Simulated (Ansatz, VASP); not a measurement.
# Cross-check of W2NCl2 (W2NCl2 MXene bilayer, AA) between VASP and Ansatz, part 2 of 2

One calculation is typed for both programs; each brings its own data sets. How far apart do they land? The structure shown is the start of the Ansatz relaxation below; VASP solves that cell, so the two are compared at the walk's first step.

VASP 6.6.1 and Ansatz 0.2.0.

So far: The structure; Ansatz: relaxation, PBE with D3(BJ).

## (3) VASP: single point, PBE with D3(BJ), start cell

Level of this step: PBE with D3(BJ), zero-moment start; plane waves and PAW (Cl, W, N) (VASP).

The same cell, functional, mesh and smearing now go to VASP, with its own data sets.

Lines of VASP's logs that name or quote its potential files are left out, and so is its time.

The input, INCAR:

```
SYSTEM = W2NCl2
PREC = Accurate
ENCUT = 520
EDIFF = 1E-06
NELM = 200
ISMEAR = -1
SIGMA = 0.05
LREAL = .FALSE.
ALGO = Normal
GGA = PE
IVDW = 12
NBANDS = 46
ISPIN = 2
MAGMOM = -0 -0 -0 -0 0 0 0 0 -0 -0
LASPH = .TRUE.
LMAXMIX = 4
LORBIT = 11
LWAVE = .FALSE.
LCHARG = .FALSE.
ISIF = 2
LDIPOL = .TRUE.
IDIPOL = 3
DIPOL = 0.5 0.5 0.5
LVHAR = .TRUE.
GGA_COMPAT = .FALSE.
NELMDL = -8
KPAR = 2
```

The input, POSCAR:

```
W2NCl2
1.0
    3.0539080000      0.0000000000      0.0000000000
   -1.5269540000      2.6447620000      0.0000000000
    0.0000000000      0.0000000000     60.7846730000
Cl W N
4 4 2
Direct
    0.3333333964      0.6666667927      0.3775622845
    0.6666666036      0.3333332073      0.4745001589
    0.3333333964      0.6666667927      0.5254998575
    0.6666666036      0.3333332073      0.6224377155
    0.6666666036      0.3333332073      0.4062073016
    0.3333333964      0.6666667927      0.4458551418
    0.6666666036      0.3333332073      0.5541448582
    0.3333333964      0.6666667927      0.5937927148
    0.0000000000      0.0000000000      0.4260312135
    0.0000000000      0.0000000000      0.5739687865
```

The input, KPOINTS:

```
Automatic mesh
0
Gamma
12 12 1
0 0 0
```

PAW data sets: Cl, W and N (PBE family, release 64).

Started as:

```bash
$ mpirun -np 2 vasp_std
```

Numbers of over 12 decimals in the logs are rounded to 6 here.

What it wrote:

```text
[banner, memory and clock lines left out]
running    2 mpi-ranks, on    1 nodes
 distrk:  each k-point on    1 cores,    2 groups
 distr:  one band on    1 cores,    1 groups

 POSCAR found type information on POSCAR ClW N
 POSCAR found :  3 types and      10 ions
 LDA part: xc-table for (Slater+PW92), standard interpolation
|                                                                             |
|           W    W    AA    RRRRR   N    N  II  N    N   GGGG   !!!           |
|           W    W   A  A   R    R  NN   N  II  NN   N  G    G  !!!           |
|           W    W  A    A  R    R  N N  N  II  N N  N  G       !!!           |
|           W WW W  AAAAAA  RRRRR   N  N N  II  N  N N  G  GGG   !            |
|           WW  WW  A    A  R   R   N   NN  II  N   NN  G    G                |
|           W    W  A    A  R    R  N    N  II  N    N   GGGG   !!!           |
|                                                                             |
|     One of the lattice vectors is very long (>50 A), but AMIN is rather     |
|     large. This can spoil convergence since charge sloshing might occur     |
|     along the long lattice vector. If problems with convergence are         |
|     observed, try to decrease AMIN to a smaller value (e.g. 0.01).          |
|     Note: This warning only applies if the self-consistency cycle is        |
|     used.                                                                   |
|                                                                             |

 POSCAR, INCAR and KPOINTS ok, starting setup
 FFT: planning ... GRIDC
 FFT: planning ... GRID_SOFT
 FFT: planning ... GRID
 WAVECAR not read
 entering main loop
       N       E                     dE             d eps       ncg     rms          rms(c)
DAV:   1     0.547668707121E+03    0.54767E+03   -0.23132E+04  3608   0.105E+03
DAV:   2     0.153632539089E+01   -0.54613E+03   -0.51294E+03  5220   0.247E+02
DAV:   3    -0.791532701974E+02   -0.80690E+02   -0.78384E+02  4398   0.102E+02
DAV:   4    -0.824103330820E+02   -0.32571E+01   -0.31638E+01  4748   0.230E+01
DAV:   5    -0.825079590526E+02   -0.97626E-01   -0.96668E-01  4748   0.373E+00
DAV:   6    -0.825109065284E+02   -0.29475E-02   -0.29195E-02  4688   0.672E-01
DAV:   7    -0.825110255426E+02   -0.11901E-03   -0.11874E-03  4836   0.126E-01
DAV:   8    -0.825110309719E+02   -0.54293E-05   -0.54230E-05  4602   0.269E-02    0.590E+01
DAV:   9    -0.750428236571E+02    0.74682E+01   -0.32964E+01  4536   0.250E+01    0.245E+01
DAV:  10    -0.747245661714E+02    0.31826E+00   -0.40262E+00  4468   0.122E+01    0.140E+01
DAV:  11    -0.754007492053E+02   -0.67618E+00   -0.51097E+00  4988   0.101E+01    0.537E+00
DAV:  12    -0.745654158981E+02    0.83533E+00   -0.33041E+00  4960   0.868E+00    0.161E+00
DAV:  13    -0.745088554905E+02    0.56560E-01   -0.27303E-01  4656   0.243E+00    0.770E-01
DAV:  14    -0.745103437904E+02   -0.14883E-02   -0.26036E-02  4456   0.736E-01    0.536E-01
[...]
DAV:  25    -0.745077999150E+02   -0.17306E-04   -0.21500E-06  3242   0.560E-03    0.105E-02
DAV:  26    -0.745078132174E+02   -0.13302E-04   -0.65626E-07  2856   0.297E-03    0.693E-03
DAV:  27    -0.745078268052E+02   -0.13588E-04   -0.53804E-07  2890   0.225E-03    0.474E-03
DAV:  28    -0.745078342336E+02   -0.74284E-05   -0.16934E-07  2666   0.136E-03    0.359E-03
DAV:  29    -0.745078407873E+02   -0.65537E-05   -0.26792E-07  2820   0.121E-03    0.149E-03
DAV:  30    -0.745078437942E+02   -0.30069E-05   -0.11295E-07  2558   0.115E-03    0.745E-04
DAV:  31    -0.745078452829E+02   -0.14887E-05   -0.44413E-08  2270   0.731E-04    0.466E-04
DAV:  32    -0.745078461147E+02   -0.83184E-06   -0.26183E-08  2290   0.407E-04
   1 F= -.78198992E+02 E0= -.78169492E+02  d E =-.589990E-01  mag=    -0.0000
```

Parts of OUTCAR (step 3):

```text
ion  position               nearest neighbor table
   1  0.333  0.667  0.378-   5 2.48   5 2.48   5 2.48
   2  0.667  0.333  0.475-   6 2.48   6 2.48   6 2.48
   3  0.333  0.667  0.525-   7 2.48   7 2.48   7 2.48
   4  0.667  0.333  0.622-   8 2.48   8 2.48   8 2.48
   5  0.667  0.333  0.406-   9 2.14   9 2.14   9 2.14   1 2.48   1 2.48   1 2.48   6 2.99   6 2.99
                             6 2.99
   6  0.333  0.667  0.446-   9 2.14   9 2.14   9 2.14   2 2.48   2 2.48   2 2.48   5 2.99   5 2.99
                             5 2.99
   7  0.667  0.333  0.554-  10 2.14  10 2.14  10 2.14   3 2.48   3 2.48   3 2.48   8 2.99   8 2.99
                             8 2.99
   8  0.333  0.667  0.594-  10 2.14  10 2.14  10 2.14   4 2.48   4 2.48   4 2.48   7 2.99   7 2.99
                             7 2.99
   9  0.000  0.000  0.426-   5 2.14   5 2.14   5 2.14   6 2.14   6 2.14   6 2.14
  10  0.000  0.000  0.574-   8 2.14   7 2.14   8 2.14   7 2.14   8 2.14   7 2.14

  LATTYP: Found a hexagonal cell.
 ALAT       =     3.0539080000
 C/A-ratio  =    19.9038978908

 Subroutine GETGRP returns: Found 12 space group operations
 (whereof 12 operations were pure point group operations)

The static configuration has the point symmetry D_3d.

 Found     19 irreducible k-points:

   k-points           NKPTS =     19   k-points in BZ     NKDIM =     19   number of bands    NBANDS=     46

   dimension x,y,z NGX =    24 NGY =   24 NGZ =  480
   dimension x,y,z NGXF=    48 NGYF=   48 NGZF=  960

   ENCUT  =  520.0 eV  38.22 Ry    6.18 a.u.   5.68  5.68113.02*2*pi/ulx,y,z

   NELECT =      62.0000    total number of electrons

 k-points in reciprocal lattice and weights: Automatic mesh
   0.00000000  0.00000000  0.00000000       0.007
   0.08333333  0.00000000  0.00000000       0.042
   0.16666667  0.00000000  0.00000000       0.042
   0.25000000  0.00000000  0.00000000       0.042
   0.33333333  0.00000000  0.00000000       0.042
   0.41666667  0.00000000  0.00000000       0.042
   0.50000000  0.00000000  0.00000000       0.021
   0.08333333  0.08333333  0.00000000       0.042
   0.16666667  0.08333333  0.00000000       0.083
[...]
0.33333333  0.25000000  0.00000000       0.083
   0.33333333  0.33333333  0.00000000       0.014

 dipolmoment           0.000000      0.000000     -0.000013 electrons x Angstroem

 average (electrostatic) potential at core
       1 -98.3395       2 -98.3498       3 -98.3499       4 -98.3398       5 -47.1236
       6 -47.1214       7 -47.1216       8 -47.1239       9 -71.3417      10 -71.3419

 E-fermi :  -0.0760

 spin component 1
 k-point     1 :       0.0000    0.0000    0.0000
  band No.  band energies     occupation
    ...
     32      -0.4745      0.99965
     33      -0.2371      0.96165
     34      -0.2371      0.96165
     35      -0.2357      0.96065
     36      -0.2357      0.96065
     37       0.0020      0.17373
     38       0.0020      0.17373
     39       0.0151      0.13919
     40       0.0151      0.13918
     41       1.2425      0.00000
    ...

 k-point     2 :       0.0833    0.0000    0.0000
  band No.  band energies     occupation
    ...
     32      -0.4598      0.99954
     33      -0.3678      0.99709
     34      -0.3547      0.99622
     35      -0.1005      0.62012
     36      -0.0922      0.58065
     37       0.0880      0.03628
     38       0.1025      0.02742
     39       0.3507      0.00020
     40       0.3572      0.00017
     41       1.5859      0.00000
    ...

 k-point     3 :       0.1667    0.0000    0.0000
  band No.  band energies     occupation
    ...
     30      -1.6306      1.00000
     31      -0.7091      1.00000
     32      -0.6047      0.99997
     33      -0.4724      0.99964
     34      -0.3878      0.99805
     35       0.0824      0.04037
     36       0.1104      0.02350
     37       0.4930      0.00001
     38       0.4976      0.00001
     39       1.2903      0.00000
    ...

 k-point     4 :       0.2500    0.0000    0.0000
  band No.  band energies     occupation
    ...
     30      -0.9083      1.00000
     31      -0.8806      1.00000
     32      -0.8109      1.00000
     33      -0.3209      0.99259
     34      -0.1241      0.72371
     35       0.3423      0.00023
     36       0.3782      0.00011
     37       1.0003      0.00000
     38       1.0109      0.00000
     39       2.1434      0.00000
    ...

 k-point     5 :       0.3333    0.0000    0.0000
  band No.  band energies     occupation
    ...
     26      -4.7494      1.00000
     27      -1.0936      1.00000
     28      -1.0668      1.00000
     29      -0.8089      1.00000
     30      -0.6547      0.99999
     31      -0.0653      0.44667
     32      -0.0530      0.38697
     33       0.1634      0.00826
     34       0.4047      0.00007
     35       0.7968      0.00000
    ...

 k-point     6 :       0.4167    0.0000    0.0000
  band No.  band energies     occupation
    ...
     24      -5.1245      1.00000
     25      -4.9026      1.00000
     26      -4.8500      1.00000
     27      -1.1981      1.00000
     28      -1.1800      1.00000
     29       0.1691      0.00738
     30       0.3175      0.00038
     31       0.6962      0.00000
     32       0.7131      0.00000
     33       0.9070      0.00000
    ...

 Edisp (eV)   -3.69115

  Total       1.14511     1.14511    17.43155     0.00000     0.00000    -0.00000
  in kB       3.73700     3.73700    56.88659     0.00000     0.00000    -0.00000
  external pressure =       21.45 kB  Pullay stress =        0.00 kB

  energy-cutoff  :      520.00
  volume of cell :      490.95
      direct lattice vectors                 reciprocal lattice vectors
     3.053908000  0.000000000  0.000000000     0.327449288  0.189052928  0.000000000
    -1.526954000  2.644762000  0.000000000     0.000000000  0.378105856  0.000000000
     0.000000000  0.000000000 60.784673000     0.000000000  0.000000000  0.016451516

 POSITION                                       TOTAL-FORCE (eV/Angst)
 -----------------------------------------------------------------------------------
      0.00000      1.76317     22.95000         0.000000     -0.000000     -1.139367
      1.52695      0.88159     28.84234        -0.000000     -0.000000      1.092288
      0.00000      1.76317     31.94234         0.000000      0.000000     -1.092288
      1.52695      0.88159     37.83467        -0.000000      0.000000      1.139367
      1.52695      0.88159     24.69118        -0.000000      0.000000     -0.915119
      0.00000      1.76317     27.10116        -0.000000     -0.000000      0.972251
      1.52695      0.88159     33.68351        -0.000000      0.000000     -0.972251
      0.00000      1.76317     36.09350        -0.000000      0.000000      0.915119
      0.00000      0.00000     25.89617        -0.000000      0.000000      0.007737
      0.00000      0.00000     34.88850        -0.000000      0.000000     -0.007737
 -----------------------------------------------------------------------------------
    total drift:                                0.000000      0.000000     -0.001918

  FREE ENERGIE OF THE ION-ELECTRON SYSTEM (eV)
  ---------------------------------------------------
  free  energy   TOTEN  =       -78.1989917085 eV

  energy  without entropy=      -78.1399926635  energy(sigma->0) =      -78.16949219

 vacuum level on the upper side and lower side of the slab         3.550         3.550

 total charge
# of ion       s       p       d       tot
------------------------------------------
    1        1.611   3.521   0.000   5.132
    2        1.612   3.521   0.000   5.134
    3        1.612   3.521   0.000   5.134
    4        1.611   3.521   0.000   5.132
    5        0.487   0.615   4.369   5.471
    6        0.487   0.615   4.370   5.472
    7        0.487   0.615   4.370   5.472
    8        0.487   0.615   4.369   5.471
    9        1.218   2.555   0.000   3.773
   10        1.218   2.555   0.000   3.773
--------------------------------------------------
tot         10.831  21.655  17.478  49.964

 magnetization (x)
# of ion       s       p       d       tot
------------------------------------------
    1        0.000   0.000   0.000   0.000
    2        0.000   0.000   0.000   0.000
    3        0.000   0.000   0.000   0.000
    4        0.000   0.000   0.000   0.000
    5       -0.000  -0.000  -0.000  -0.000
    6       -0.000  -0.000  -0.000  -0.000
    7       -0.000  -0.000  -0.000  -0.000
    8       -0.000  -0.000  -0.000  -0.000
    9        0.000   0.000   0.000   0.000
   10        0.000   0.000   0.000   0.000
--------------------------------------------------
tot         -0.000  -0.000  -0.000  -0.000

[... 2 further parts left out ...]
```

This run allows spin, but its moments start at zero, where symmetry between the spins tends to hold them, although W can carry a moment. The data set W keeps the semicore shell frozen, which is cheaper and a little less accurate.

## (4) Comparison

Known differences besides the potentials themselves: Ansatz cuts the interaction across the vacuum, VASP repeats the sheet with a dipole correction; the data sets hold 94 valence electrons in Ansatz (on its default PAW (the set named soft_2) files) and 62 in VASP; the cutoff is 420 eV in Ansatz and 520 eV in VASP. Total energies have different zeros and are not compared.

Forces (eV/Å; atoms numbered as in POSCAR):

| atom | Ansatz x, y, z | VASP x, y, z |
| --- | --- | --- |
| Cl1 | 0.000, 0.000, -1.156 | 0.000, 0.000, -1.139 |
| Cl2 | 0.000, 0.000, 1.108 | 0.000, 0.000, 1.092 |
| Cl3 | 0.000, 0.000, -1.108 | 0.000, 0.000, -1.092 |
| Cl4 | 0.000, 0.000, 1.156 | 0.000, 0.000, 1.139 |
| W5 | 0.000, 0.000, -0.921 | 0.000, 0.000, -0.915 |
| W6 | 0.000, 0.000, 0.978 | 0.000, 0.000, 0.972 |
| W7 | 0.000, 0.000, -0.978 | 0.000, 0.000, -0.972 |
| W8 | 0.000, 0.000, 0.921 | 0.000, 0.000, 0.915 |
| N9 | 0.000, 0.000, 0.008 | 0.000, 0.000, 0.008 |
| N10 | 0.000, 0.000, -0.008 | 0.000, 0.000, -0.008 |

The forces differ by 6.3 meV/Å r.m.s., which is 1.2 % of the r.m.s. force of 0.534 eV/Å (both taken over all components). Moments aren't recorded for both runs of this pair, so they may hold unlike magnetic states. With vacuum in the cell, a pressure given here is an average over mostly empty space and none of the material.

## (5) What came out

| Quantity | Value |
| --- | --- |
| r.m.s. force difference (single point, PBE with D3(BJ), start cell) | 1.2 % of the r.m.s. force |

What this shows: The r.m.s. force difference is 1.2 % of the r.m.s. force (single point, PBE with D3(BJ), start cell), within the 3 % picked in this series as the mark of a large difference. The data sets hold unlike numbers of valence electrons (94 in Ansatz and 62 in VASP), so part of the differences comes from the potentials. 1 further run of this series is not shown here. Such differences can come from data sets, numerical settings and the points named under the comparisons, not from the functional's error against experiment.

[Lines on the potential files, build, host, timing and source positions are cut from VASP's logs without a mark.]

[Logs are printed without paths, hosts, clocks, repeated set-up lines and the standing remarks that a program may print on its own settings, such as how far it seeks lower states.]

[Hosts, paths, dates, database ids (printed as entryN), source tags and the programs' standing remarks are cut or masked in the printed files.]
